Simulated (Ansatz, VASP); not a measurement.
# AlGa7As8 (alloy, x = 0.875, one random ordering in a cell of 16 atoms (invented)) in two plane-wave programs, part 2 of 2

One calculation is typed for both programs; each brings its own data sets. How far apart do they land? The cell is generated by rule, not measured, and may not be a known phase. The cell is taken from a series of runs on this material, whose earlier steps may have relaxed, scaled, displaced or heated it; both programs get it as it stands.

VASP 6.6.1 and Ansatz 0.2.0.

So far: The structure; VASP: relaxation of cell and atoms, r2SCAN.

## (3) Ansatz: relaxation of cell and atoms, r2SCAN

Level of this step: Ansatz beside VASP: Kohn-Sham DFT, plane waves, r2SCAN (Ansatz).

Ansatz runs on its PAW soft_1 files.

The same cell, functional and mesh now go to Ansatz, which takes its cutoff from its data sets.

Input file input.yaml:

```yaml
crystal:
  lattice:
    - [0.0, 5.6672570589, 5.6672570589]
    - [5.6672570589, 0.0, 5.6672570589]
    - [5.6672570589, 5.6672570589, 0.0]
  atoms:
    - { symbol: Ga, position: [0.0, 0.0, 0.0] }
    - { symbol: Ga, position: [0.0002097861, 0.4997902139, 0.0002097861] }
    - { symbol: Ga, position: [0.4997902139, 0.4997902139, 0.0002097861] }
    - { symbol: Ga, position: [0.4997902139, 0.0002097861, 0.0002097861] }
    - { symbol: Ga, position: [0.0002097861, 0.4997902139, 0.4997902139] }
    - { symbol: Ga, position: [0.0002097861, 0.0002097861, 0.4997902139] }
    - { symbol: Ga, position: [0.4997902139, 0.0002097861, 0.4997902139] }
    - { symbol: Al, position: [0.5, 0.5, 0.5] }
    - { symbol: As, position: [0.8750048173, 0.3749855481, 0.8750048173] }
    - { symbol: As, position: [0.8750048173, 0.8750048173, 0.8750048173] }
    - { symbol: As, position: [0.3749855481, 0.8750048173, 0.8750048173] }
    - { symbol: As, position: [0.3751077498, 0.3751077498, 0.8746767505] }
    - { symbol: As, position: [0.8750048173, 0.8750048173, 0.3749855481] }
    - { symbol: As, position: [0.8746767505, 0.3751077498, 0.3751077498] }
    - { symbol: As, position: [0.3751077498, 0.3751077498, 0.3751077498] }
    - { symbol: As, position: [0.3751077498, 0.8746767505, 0.3751077498] }
kpoints:
  mp_grid: { grid: [4, 4, 4] }
hamiltonian:
  xc: r2scan
  pseudopotentials: { kind: paw, azcp: { folder: soft_1 } }
scf:
  occupations: { method: fixed }
output:
  forces: true
  stress: true
  eigenvalues: true
relax:
  adjacent_minimum: "off"
  f_tol: 0.001
  max_steps: 60
  cell: { stress_tol: 0.01 }
```

Launch:

```console
$ ansatz run input.yaml --threads 4 --pin off --max-ram 10240MiB --backend cpu --events-out ev --progress --plain --runs-dir out
```

Numbers of over 12 decimals in the logs are rounded to 6 here.

Log:

```text
Engine: ansatz 0.2.0, x86_64-unknown-linux-gnu
Pseudopotentials: kind: paw
Pseudopotential: Ga, paw, valence charge 13, recommended cutoff 500 eV (meta_gga), soft_1/Ga.paw.azcp
Pseudopotential: Al, paw, valence charge 3, recommended cutoff 500 eV (meta_gga), soft_1/Al.paw.azcp
Pseudopotential: As, paw, valence charge 15, recommended cutoff 500 eV (meta_gga), soft_1/As.paw.azcp
Functional definition: r2SCAN
  parameter k0 = 0.174
  parameter k1 = 0.065
  parameter a1 = 4.9479
  exchange = r2scan_x(k0 = k0, k1 = k1, a1 = a1)
  correlation = r2scan_c
Crystal: 16 atoms, lattice volume = 364.040 Å³
Basis set: ecut = 500 eV, 9305 PW (Γ), exchange–correlation on 240×240×240 points (64 copies of the dense FFT grid, shifted against one another)
Bands: 129, of which v1, the nominal top of the filled ones, is band 107 counted from 1 (106 counted from 0)
Symmetry: 24 space group operations
Space group: F-43m (ITA 216), of the structure as read, at distance tolerance 7.1e-5 Å
k-points: 8 of 64 (time reversal used)
Non-local potential: Ga, projectors of the file, l = 0: 2, l = 1: 2, l = 2: 3, l = 3: 1
Non-local potential: Al, projectors of the file, l = 0: 2, l = 1: 2, l = 2: 1
Non-local potential: As, projectors of the file, l = 0: 2, l = 1: 2, l = 2: 3, l = 3: 1
PAW form: soft (Blöchl's): semilocal exchange-correlation on the pseudo side does not see the compensation charge
PAW frozen core: Ga, regenerated for the run's functional (the file was generated under x = pbe(κ = 0.804, μ = 0.219515), c = pbe(β = 0.066725))
PAW frozen core: Al, regenerated for the run's functional (the file was generated under x = pbe(κ = 0.804, μ = 0.219515), c = pbe(β = 0.066725))
PAW frozen core: As, regenerated for the run's functional (the file was generated under x = pbe(κ = 0.804, μ = 0.219515), c = pbe(β = 0.066725))
PAW one-centre angular grid: Ga, 590 points (default); XC on 160 Gauss nodes
PAW one-centre angular grid: Al, 302 points (default); XC on 160 Gauss nodes
PAW one-centre angular grid: As, 590 points (default); XC on 160 Gauss nodes
Initial density: superposition of atomic densities (chi_scale 0.1, normalization cell, long waves kept (reshape's long-wave potential 0.02 eV rms))
Initial wavefunctions: pseudopotential atomic-orbital guess
Functional: x = r2scan, c = r2scan; τ floored in thin density (d = 2e-4 eV/Å³)
iter 1 solved again at ethr=2.20e-3 eV; its pass at ethr=3.10e-3 eV (dr2=4.70e0 eV) is discarded
SCF iter   1: F=—  HF=-65996.640025 eV  |F-HF|=—  |Δ(HF+E_count)|=         —  Δρ=4.84e-2  dr2=4.70e0  dr2_τ=4.90e-2  ethr=2.20e-3  ⟨swp⟩=1.0  Hψ=4553  notcnv=0  defer=120
preconditioner: auto → Resta (q_TF=auto, 2.497 Å⁻¹)  ε∞=3.2  [insulator: Δε(μ)=0.931 eV  Ē_g=15.145 eV  n_scr=112 (ndim 8)  ℏωp=22.5 eV  f_vac=0.000  ε∞_Penn≈3.2]
SCF iter   2: F=—  HF=-65996.631175 eV  |F-HF|=—  |Δ(HF+E_count)|=   8.85e-3  Δρ=2.63e-2  dr2=1.60e0  dr2_τ=7.54e-3  ethr=2.20e-3  ⟨swp⟩=2.0  Hψ=946  notcnv=0  defer=142
SCF iter   3: F=—  HF=-65996.713832 eV  |F-HF|=—  |Δ(HF+E_count)|=   8.27e-2  Δρ=5.54e-3  dr2=1.10e-1  dr2_τ=1.46e-3  ethr=7.46e-4  ⟨swp⟩=2.2  Hψ=1493  notcnv=0  defer=139
SCF iter   4: F=—  HF=-65996.614462 eV  |F-HF|=—  |Δ(HF+E_count)|=   9.94e-2  Δρ=2.45e-3  dr2=1.64e-2  dr2_τ=1.34e-4  ethr=5.15e-5  ⟨swp⟩=3.0  Hψ=1655  notcnv=0  defer=157
SCF iter   5: F=—  HF=-65996.621873 eV  |F-HF|=—  |Δ(HF+E_count)|=   7.41e-3  Δρ=5.04e-4  dr2=6.15e-4  dr2_τ=2.71e-5  ethr=7.69e-6  ⟨swp⟩=2.6  Hψ=1634  notcnv=0  defer=157
SCF iter   6: F=—  HF=-65996.621098 eV  |F-HF|=—  |Δ(HF+E_count)|=   7.75e-4  Δρ=2.00e-4  dr2=9.59e-5  dr2_τ=2.09e-6  ethr=2.87e-7  ⟨swp⟩=2.0  Hψ=1787  notcnv=0  defer=157
SCF iter   7: F=—  HF=-65996.621236 eV  |F-HF|=—  |Δ(HF+E_count)|=   1.39e-4  Δρ=6.94e-5  dr2=1.31e-5  dr2_τ=2.15e-7  ethr=4.48e-8  ⟨swp⟩=2.0  Hψ=1888  notcnv=0  defer=121
SCF iter   8: F=—  HF=-65996.621253 eV  |F-HF|=—  |Δ(HF+E_count)|=   1.62e-5  Δρ=1.54e-5  dr2=8.93e-7  dr2_τ=1.60e-8  ethr=6.14e-9  ⟨swp⟩=2.0  Hψ=1448  notcnv=0  defer=121
SCF iter   9: F=—  HF=-65996.621253 eV  |F-HF|=—  |Δ(HF+E_count)|=   4.45e-7  Δρ=4.78e-6  dr2=1.41e-7  dr2_τ=2.92e-9  ethr=4.67e-11  ⟨swp⟩=13.1  Hψ=6054  notcnv=0
SCF iter  10: F=-65996.621253 eV  HF=-65996.621253 eV  |F-HF|=1.16e-8  |Δ(HF+E_count)|=   1.62e-7  Δρ=1.64e-6  dr2=8.70e-9  dr2_τ=1.10e-10  ethr=4.67e-11  ⟨swp⟩=4.0  Hψ=3632  notcnv=0
SCF 1 converged in 10 iterations: F = -65996.621253 eV  dr2 = 8.70e-9
  greatest PAW one-centre occupation: 0.999 electrons in one spin orbital (limit 2), on the As atom at site 12 (counted from 0), in its partial waves of l = 2
relax step   1: F+E_penalty+E_count = -65996.62125281 eV  Δ(F+E_penalty+E_count) = +0.000e0 eV  max|allowed force component| = 2.226e-3 eV/Å  Δτ_max = 0.0000 Å  P = -0.004 GPa  Ω = 364.040 Å³  (10 SCF iters, dr2 threshold 1.00e-7 eV, accepted)
Crystal: 16 atoms, lattice volume = 364.023 Å³
[...]
Internal energy: -65996.621260 eV  (E = F + TS)
E sigma→0 (E₀):  -65996.621260 eV
Fermi energy:    7.363076 eV
--- Per-component energies (eV) ---
  E_band       = -2679.158883
  E_kinetic    = 1582.771977
  E_local      = -28649.463062  (includes V_loc(G=0)·N_el)
  E_nonlocal   = -3772.578825
  E_hartree    = 16556.476407
  E_xc         = -966.377932
  E_vxc        = -1061.435235  (∫ρ·V_xc dr)
  E_paw        = -30718.551407  (= ΣΔE_a)
  E_vpaw       = -3946.526493  (= ΣTr[D̂ρ^β])
  E_aug_tail   = 0.000380  (compensation charges beyond the density's cutoff)
  E_vtau       = 55.119635  (kinetic-family band-sum trace: ∫τ·v_τ [+ j·A + Jᵃ·Aᵃ] dr)
  E_ewald      = -20012.608078
  E_core_change = -16.290720  (= ΣΔE_core)
  E_smearing   = -0.000000  (= −TS)
  E_closure    = 0.000000  (closes the sum)
  Σ components = -65996.621260   (vs F -65996.621260, Δ=0.00e0)
--- Forces (eV/Å), atoms counted from 1 ---
  atom   1  Ga    -0.00000000    -0.00000000    -0.00000000
  atom   2  Ga     0.00000000    -0.00070109    -0.00000000
  atom   3  Ga    -0.00000000    -0.00000000     0.00070109
  atom   4  Ga    -0.00070109     0.00000000    -0.00000000
  atom   5  Ga     0.00070109    -0.00000000    -0.00000000
  atom   6  Ga    -0.00000000    -0.00000000    -0.00070109
  atom   7  Ga     0.00000000     0.00070109    -0.00000000
  atom   8  Al    -0.00000000     0.00000000     0.00000000
  atom   9  As    -0.00038409     0.00038409    -0.00038409
  atom  10  As     0.00038409     0.00038409     0.00038409
  atom  11  As     0.00038409    -0.00038409    -0.00038409
  atom  12  As     0.00066939     0.00066939    -0.00066939
  atom  13  As    -0.00038409    -0.00038409     0.00038409
  atom  14  As    -0.00066939     0.00066939     0.00066939
  atom  15  As    -0.00066939    -0.00066939    -0.00066939
  atom  16  As     0.00066939    -0.00066939     0.00066939
  max |Σ_I F_I| component: 2.02e-17 eV/Å
--- Stress (GPa, compression-positive) ---
        0.000019      -0.000000      -0.000000
       -0.000000       0.000019       0.000000
       -0.000000       0.000000       0.000019
  P = ⅓ Tr σ = 0.0000 GPa (0.000 kbar)
--- Band table (eV; the first three rows and the last of 8) ---
  k-point 0: bands = [... 103 lower, 6.2569, 7.3631, 7.3631, 7.3631, 8.4534, 8.7517, 8.7517, 8.7517, ... 18 higher]
  k-point 1: bands = [... 103 lower, 6.3560, 6.3560, 7.1365, 7.1365, 8.9531, 9.3641, 9.3641, 9.3888, ... 18 higher]
  k-point 2: bands = [... 103 lower, 6.6596, 6.6596, 6.7372, 6.7372, 9.2410, 9.3696, 9.8151, 9.8151, ... 18 higher]
  k-point 7: bands = [... 103 lower, 6.0262, 6.0955, 6.1149, 6.1153, 10.6155, 10.7515, 10.7880, 10.9102, ... 18 higher]
--- Relaxed structure (2 steps of the walk, 2 accepted, 1 SCFs on fresh bases) ---
  F+E_penalty+E_count = -65996.62125964 eV   max|allowed force component| = 7.011e-4 eV/Å   (the final SCF, on the basis selected at the relaxed cell)
  cell:  # Å, volume = 364.0228 Å³
    - [0, 5.667169, 5.667169]
    - [5.667169, 0, 5.667169]
    - [5.667169, 5.667169, 0]
  atoms:
    - { symbol: Ga, position: [1.9182182179163912e-17, 1.918337786580872e-17, 1.9182182179163915e-17] }
    - { symbol: Ga, position: [0.000227396, 0.499773, 0.000227396] }
    - { symbol: Ga, position: [0.499773, 0.499773, 0.000227396] }
    - { symbol: Ga, position: [0.499773, 0.000227396, 0.000227396] }
    - { symbol: Ga, position: [0.000227396, 0.499773, 0.499773] }
    - { symbol: Ga, position: [0.000227396, 0.000227396, 0.499773] }
    - { symbol: Ga, position: [0.499773, 0.000227396, 0.499773] }
    - { symbol: Al, position: [0.5, 0.5, 0.5] }
    - { symbol: As, position: [0.874995, 0.375015, 0.874995] }
    - { symbol: As, position: [0.874995, 0.874995, 0.874995] }
    - { symbol: As, position: [0.375015, 0.874995, 0.874995] }
    - { symbol: As, position: [0.375127, 0.375127, 0.874620] }
    - { symbol: As, position: [0.874995, 0.874995, 0.375015] }
    - { symbol: As, position: [0.874620, 0.375127, 0.375127] }
    - { symbol: As, position: [0.375127, 0.375127, 0.375127] }
    - { symbol: As, position: [0.375127, 0.874620, 0.375127] }
```

## (4) Differences

Known differences besides the potentials themselves: VASP keeps PBE cores, Ansatz makes them for the functional; fixed occupations in Ansatz, narrow Gaussian smearing in VASP; the data sets hold 214 valence electrons in Ansatz (on its PAW soft_1 files) and 134 in VASP; the cutoff is 500 eV in Ansatz and 550 eV in VASP. Total energies have different zeros and are not compared.

Compared:

```tsv
quantity	Ansatz	VASP	difference
volume (Å³)	364.02	364.65	-0.17 %
edge a after relaxation, in the typed setting (Å)	8.015	8.019	-0.06 %
```

## (5) Results

| Property | Result |
| --- | --- |
| difference in volume (relaxation of cell and atoms, r2SCAN) | -0.17 % |

In words: The difference in volume is -0.17 % (relaxation of cell and atoms, r2SCAN), within the 1.2 % picked in this series as the mark of a large difference, as far as the stopping tolerances let one tell. The data sets hold unlike numbers of valence electrons (214 in Ansatz and 134 in VASP), so part of the differences comes from the potentials. Such differences can come from data sets, numerical settings and the points named under the comparisons, not from the functional's error against experiment.

[Lines on the potential files, build, host, timing and source positions are cut from VASP's logs without a mark.]

[Logs are printed without paths, hosts, clocks, repeated set-up lines and the standing remarks that a program may print on its own settings, such as how far it seeks lower states.]

[Hosts, paths, dates, database ids (printed as entryN), source tags and the programs' standing remarks are cut or masked in the printed files.]
